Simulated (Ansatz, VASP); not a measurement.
# Zn2SeS in two plane-wave programs, part 2 of 2

Wanted: the spread between two codes on one cell, functional and k mesh. The cell is taken from a series of runs on this material, whose earlier steps may have relaxed, scaled, displaced or heated it; both programs get it as it stands.

VASP 6.6.1 and Ansatz 0.2.0.

So far: The structure; VASP: zone-centre phonons, PBEsol with D4.

### 3. Ansatz: zone-centre phonons, PBEsol with D4

Level of this step: Ansatz beside VASP: Kohn-Sham DFT, plane waves, PBEsol with D4 (Ansatz).

Ansatz runs on its default PAW (the set named soft_2) files.

The same cell, functional, mesh and smearing now go to Ansatz, which takes its cutoff from its data sets.

Input file input.yaml:

```yaml
crystal:
  lattice:
    - [3.8613663361, 0.0, 0.0]
    - [0.0, 3.8613663361, 0.0]
    - [0.0, 0.0, 5.4597651621]
  atoms:
    - { symbol: Zn, position: [0.5, 0.0, 0.7635396844] }
    - { symbol: Zn, position: [0.0, 0.5, 0.2364603156] }
    - { symbol: Se, position: [0.0, 0.0, 0.5] }
    - { symbol: S, position: [0.5, 0.5, 0.0] }
total_charge: -0.16
kpoints:
  mp_grid: { grid: [10, 10, 6] }
hamiltonian:
  xc: pbesol
  dispersion: d4
scf:
  occupations: { method: fermi_dirac, width: 0.05 }
  n_extra_bands: 10
output:
  eigenvalues: true
phonons:
  method: dfpt
```

Run with:

```sh
> ansatz run input.yaml --threads 4 --pin off --max-ram 8192MiB --backend cpu --events-out ev --progress --plain --runs-dir out
```

Numbers of over 12 decimals in the logs are rounded to 6 here.

The log of the run:

```text
scf.n_extra_bands = 10 over 24 filled bands (N_el = 46.2): the run solves 34 bands
zone centre: on kpoints.mp_grid the ground state, and the responses unless they are solved on pairs of k-points, stand on 144 of the mesh's 600 k-points, reduced under 4 symmetry operations, with k and −k counted as one. Each operation leaves every solved displacement unchanged or reverses it
Engine: ansatz 0.2.0, aarch64-unknown-linux-gnu
Pseudopotentials: kind: paw
Pseudopotential: Zn, paw, valence charge 12, recommended cutoff 420 eV (normal), Zn.paw.azcp
Pseudopotential: Se, paw, valence charge 16, recommended cutoff 420 eV (normal), Se.paw.azcp
Pseudopotential: S, paw, valence charge 6, recommended cutoff 420 eV (normal), S.paw.azcp
Functional definition: PBEsol
  exchange = pbesol_x
  correlation = pbesol_c
Crystal: 4 atoms, lattice volume = 81.406 Å³
Basis set: ecut = 420 eV, 1611 PW (Γ), exchange–correlation on 54×54×80 points (8 copies of the dense FFT grid, shifted against one another)
Bands: 34, of which v1, the nominal top of the filled ones, is band 23 counted from 1 (22 counted from 0)
Symmetry: 8 space group operations
k-points: 144 of 600 (irreducible under 4 space group operations, time reversal used)
Non-local potential: Zn, projectors of the file, l = 0: 2, l = 1: 2, l = 2: 3, l = 3: 1
Non-local potential: Se, projectors of the file, l = 0: 2, l = 1: 2, l = 2: 3, l = 3: 1
Non-local potential: S, projectors of the file, l = 0: 2, l = 1: 2, l = 2: 2
PAW form: soft (Blöchl's): semilocal exchange-correlation on the pseudo side does not see the compensation charge
PAW frozen core: Zn, regenerated for the run's functional, and the local potential with it (the file was generated under x = pbe(κ = 0.804, μ = 0.219515), c = pbe(β = 0.066725))
PAW frozen core: Se, regenerated for the run's functional, and the local potential with it (the file was generated under x = pbe(κ = 0.804, μ = 0.219515), c = pbe(β = 0.066725))
PAW frozen core: S, regenerated for the run's functional, and the local potential with it (the file was generated under x = pbe(κ = 0.804, μ = 0.219515), c = pbe(β = 0.066725))
PAW one-centre angular grid: Zn, 590 points (default); XC on 64 Gauss nodes
PAW one-centre angular grid: Se, 590 points (default); XC on 64 Gauss nodes
PAW one-centre angular grid: S, 110 points (default); XC on 64 Gauss nodes
Initial density: superposition of atomic densities (neutral atoms scaled as one to the charged cell's electrons: chi_scale 0, normalization atom), corrected by the library's trained network
Initial wavefunctions: pseudopotential atomic-orbital guess
Functional: x = pbesol(κ = 0.804, μ = 0.123457), c = pbesol(β = 0.046)
SCF iter   1: F=—  HF=-12873.184462 eV  |F-HF|=—  |Δ(HF+E_count)|=         —  Δρ=2.05e-2  dr2=2.51e-1  ethr=1.77e-3  ⟨swp⟩=6.3  Hψ=23632  notcnv=0  defer=108
preconditioner: auto → LDOS  [metal: Δε(μ)=0.013 eV  Ē_g=13.145 eV  σ=0.050 eV  W_gap=0.06  n_scr=20 (ndim 8)  ℏωp=24.7 eV  f_vac=0.059  D(μ)=0.68/eV (n_scr^D=2)  β→1.0]
SCF iter   2: F=—  HF=-12873.286916 eV  |F-HF|=—  |Δ(HF+E_count)|=   1.02e-1  Δρ=2.94e-2  dr2=3.97e-1  ethr=5.43e-4  ⟨swp⟩=3.0  Hψ=10847  notcnv=0  defer=398  recentre
SCF iter   3: F=—  HF=-12873.096094 eV  |F-HF|=—  |Δ(HF+E_count)|=   1.91e-1  Δρ=5.57e-3  dr2=1.60e-2  ethr=5.43e-4  ⟨swp⟩=2.8  Hψ=9657  notcnv=0  defer=404
SCF iter   4: F=—  HF=-12873.089640 eV  |F-HF|=—  |Δ(HF+E_count)|=   6.45e-3  Δρ=8.42e-4  dr2=4.56e-4  ethr=3.47e-5  ⟨swp⟩=2.0  Hψ=9422  notcnv=0  defer=398
SCF iter   5: F=—  HF=-12873.089949 eV  |F-HF|=—  |Δ(HF+E_count)|=   3.09e-4  Δρ=1.63e-4  dr2=3.45e-5  ethr=9.87e-7  ⟨swp⟩=2.0  Hψ=6829  notcnv=0  defer=398
SCF iter   6: F=—  HF=-12873.089957 eV  |F-HF|=—  |Δ(HF+E_count)|=   8.89e-6  Δρ=5.32e-5  dr2=2.60e-6  ethr=7.47e-8  ⟨swp⟩=2.3  Hψ=6382  notcnv=0  defer=398
SCF iter   7: F=—  HF=-12873.089958 eV  |F-HF|=—  |Δ(HF+E_count)|=   1.40e-7  Δρ=9.49e-6  dr2=1.03e-7  ethr=5.63e-9  ⟨swp⟩=2.0  Hψ=7867  notcnv=0  defer=398
SCF iter   8: F=—  HF=-12873.089958 eV  |F-HF|=—  |Δ(HF+E_count)|=   1.75e-8  Δρ=3.24e-6  dr2=8.81e-9  ethr=2.23e-10  ⟨swp⟩=2.0  Hψ=7853  notcnv=0  defer=398
SCF iter   9: F=—  HF=-12873.089958 eV  |F-HF|=—  |Δ(HF+E_count)|=   4.70e-9  Δρ=8.78e-7  dr2=4.84e-10  ethr=1.91e-11  ⟨swp⟩=2.0  Hψ=7845  notcnv=0  defer=398
SCF iter  10: F=—  HF=-12873.089958 eV  |F-HF|=—  |Δ(HF+E_count)|=  4.20e-10  Δρ=1.65e-7  dr2=2.27e-11  ethr=1.05e-12  ⟨swp⟩=2.0  Hψ=7057  notcnv=0  defer=398
SCF iter  11: F=-12873.089958 eV  HF=-12873.089958 eV  |F-HF|=3.64e-12  |Δ(HF+E_count)|=  1.09e-11  Δρ=3.93e-8  dr2=1.14e-12  ethr=1.00e-12  ⟨swp⟩=10.9  Hψ=25855  notcnv=0
SCF 1 converged in 11 iterations: F = -12873.089958 eV  dr2 = 1.14e-12
  greatest PAW one-centre occupation: 1.000 electrons in one spin orbital (limit 2), on the Se atom at site 2 (counted from 0), in its partial waves of l = 2
DFPT response loops at Γ: preconditioner auto → Kerker (q_TF=auto, 2.482 Å⁻¹) (partly filled bands, converged f_vac=0.036); β = 1.00, the filter's whole step (`scf.mixing.beta` (0.50) is not read by the response loops under this deck's `scf.mixing.preconditioner`; to damp them name `kerker` or `kerker_dos`, under which they read `scf.mixing.beta`, and type it under 1.00, their step now; both keys bind the ground state too); Broyden in place of MSR1
SCF converged after 11 iterations
Free energy (F): -12873.089958 eV
Harris-Foulkes:  -12873.089958 eV  (|F-HF|=3.64e-12)
Internal energy: -12873.084446 eV  (E = F + TS)
E sigma→0 (E₀):  -12873.087202 eV
Entropy (-TS):   -0.005512 eV (-1.378 meV/atom)
Fermi energy:    9.717288 eV
--- Per-component energies (eV) ---
  E_band       = -362.971338
  E_kinetic    = 492.207918
  E_local      = -6508.171397  (includes V_loc(G=0)·N_el)
  E_nonlocal   = 666.125635
  E_hartree    = 2929.101873
  E_xc         = -473.694253
  E_vxc        = -294.241127  (∫ρ·V_xc dr)
  E_paw        = -6032.639128  (= ΣΔE_a)
  E_vpaw       = -577.094731  (= ΣTr[D̂ρ^β])
  E_aug_tail   = -0.001306  (compensation charges beyond the density's cutoff)
  E_ewald      = -3947.924479
  E_disp       = -0.754420  (pairwise vdW)
  E_core_change = 2.665110  (= ΣΔE_core)
  E_smearing   = -0.005512  (= −TS)
  E_closure    = 0.000000  (closes the sum)
  E_deformation_potential = -2.033797  (in the stress; not in F)
  Σ components = -12873.089958   (vs F -12873.089958, Δ=0.00e0)
--- Band table (eV; the first three rows and the last of 144) ---
  k-point 0: bands = [... 19 lower, 4.3407, 6.7567, 6.8113, 6.8113, 8.4244, 9.6905, 10.3655, 12.7414, ... 7 higher]
  k-point 1: bands = [... 19 lower, 4.4639, 6.0627, 6.5997, 6.5997, 9.1583, 9.8492, 10.4994, 12.3794, ... 7 higher]
  k-point 2: bands = [... 19 lower, 4.7951, 4.9868, 6.1096, 6.1096, 10.0557, 10.4836, 10.8111, 11.6314, ... 7 higher]
  k-point 143: bands = [... 19 lower, 3.6994, 3.8151, 3.8151, 3.8861, 12.0992, 12.2414, 12.6499, 12.6499, ... 7 higher]
--- Phonons (Γ-DFPT): 7 representative perturbations + reference, on 144 of 600 k-points (Σ response iterations 24) ---
  k mesh reduced under 4 symmetry operations, with k and −k counted as one. Each operation leaves every solved displacement unchanged or reverses it
  ASR residual: 4.568e-5 → 0.000e0 eV/Å²; symmetrization residual: 7.382e-6 eV/Å²
  pairwise dispersion correction: d4 (s6 = 1.0, s8 = 1.71885698, s9 = 1.0, a1 = 0.47901421, a2_bohr = 5.96771589), with the weights of each atom's references fixed at the reference crystal's, and the forces and stress that the weights' published response gives there kept as a pressure on the atom's counted neighbours (hamiltonian.dispersion)
  ASR residual per site (eV/Å²): 1.65e-5 1.65e-5 2.83e-5 4.57e-5
  Γ frequencies (cm⁻¹): 0.00 0.00 0.00 71.06 71.06 197.40 215.26 222.53 222.53 288.37 293.06 293.06
  non-analytic LO–TO correction: not included (Born effective charges unavailable; polar crystals: no LO–TO splitting at Γ)
```

### 4. Differences

Known differences besides the potentials themselves: the cutoff is 420 eV in Ansatz and 500 eV in VASP; Ansatz makes its cores anew for this functional, VASP keeps those of its PBE data sets; Ansatz takes the dispersion share of the force constants at frozen C6 weights, VASP differentiates the full forces; VASP uses finite displacements, Ansatz perturbation theory. Total energies have different zeros and are not compared.

The two programs side by side:

```tsv
quantity	Ansatz	VASP	difference
optical mode 1 to 2 (cm⁻¹)	71.1	67.2	+5.70 %
optical mode 3 (cm⁻¹)	197.4	197.2	+0.09 %
optical mode 4 (cm⁻¹)	215.3	216.3	-0.50 %
optical mode 5 to 6 (cm⁻¹)	222.5	223.7	-0.53 %
optical mode 7 (cm⁻¹)	288.4	288.8	-0.16 %
optical mode 8 to 9 (cm⁻¹)	293.1	293.7	-0.20 %
```

Modes are paired by rising frequency, not by their patterns, so a pair may set unlike modes beside each other; they are those without the splitting of longitudinal modes. The cell carries a charge of -0.16 e against a uniform background, so its pressure also hangs on how the neutralising background is counted, and in a defect's cell a gap may be the spacing between its levels.

### 5. Summary of results

```
r.m.s. difference of the optical zone-centre modes, each program's sorted by frequency (zone-centre phonons, PBEsol with D4) : 2.0 cm⁻¹
difference in optical mode 1 to 2 (zone-centre phonons, PBEsol with D4)                                                      : +5.7 %
```

What this shows: The r.m.s. difference of the optical zone-centre modes, each program's sorted by frequency is 2.0 cm⁻¹ (zone-centre phonons, PBEsol with D4). The data sets hold unlike numbers of valence electrons (46.16 in Ansatz and 36.16 in VASP), so part of the differences comes from the potentials. Among the rows given in per cent, the largest difference of the zone-centre phonons, PBEsol with D4 pair is in optical mode 1 to 2, +5.7 %. Such differences can come from data sets, numerical settings and the points named under the comparisons, not from the functional's error against experiment.

[Lines on the potential files, build, host, timing and source positions are cut from VASP's logs without a mark.]

[Logs are printed without paths, hosts, clocks, repeated set-up lines and the standing remarks that a program may print on its own settings, such as how far it seeks lower states.]

[Hosts, paths, dates, database ids (printed as entryN), source tags and the programs' standing remarks are cut or masked in the printed files.]
